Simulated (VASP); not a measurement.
Here is the system:

```yaml
crystal:
  lattice:
    - [3.01595, 0.00000, 0.00000]
    - [-1.50797, 2.61189, 0.00000]
    - [0.00000, 0.00000, 5.46672]
  atoms:
    - { symbol: Mg, position: [0.00000, 0.00000, 0.00000] }
    - { symbol: Zr, position: [0.66667, 0.33333, 0.50000] }
```

Method: PBEsol GGA with spin-orbit coupling, VASP's PBE PAW potentials (set 64) (plane waves; VASP). Run with 400 eV cut-off, 13×13×6 Γ-centred mesh, Gaussian smearing of 0.050 eV, potentials Mg Zr_sv.

Problem. Give the energies of bands 9 to 21 at the high-symmetry points, in eV from the Fermi level.

Solution. 
```
band      Γ      M      K      A      L      H
----  -----  -----  -----  -----  -----  -----
9     -6.40  -2.64  -0.41  -5.27  -2.45  -1.00
10    -6.40  -2.64  -0.40  -5.27  -2.45  -0.99
11    -2.69  -1.61  -0.40  -4.51  -2.37  -0.86
12    -2.69  -1.61  -0.34  -4.51  -2.37  -0.84
13    -0.87  -1.03  -0.33  -0.98  -0.28   0.01
14    -0.87  -1.03  -0.30  -0.98  -0.28   0.11
15     1.42  -0.32  -0.29   1.42   1.18   0.21
16     1.42  -0.32  -0.21   1.42   1.18   0.31
17     1.53   3.12  -0.14   1.53   1.85   1.20
18     1.53   3.12  -0.10   1.53   1.85   1.21
19     3.72   4.25   2.57   4.23   3.02   1.66
20     3.72   4.25   2.60   4.23   3.02   1.66
21     4.29   5.24   4.28   4.30   3.65   4.02
```

It has no gap at this level: it comes out as a metal or semimetal.

The structure comes from a computed database's MgZr entry (P-6m2); how it stands against other phases isn't given here. It was relaxed first.
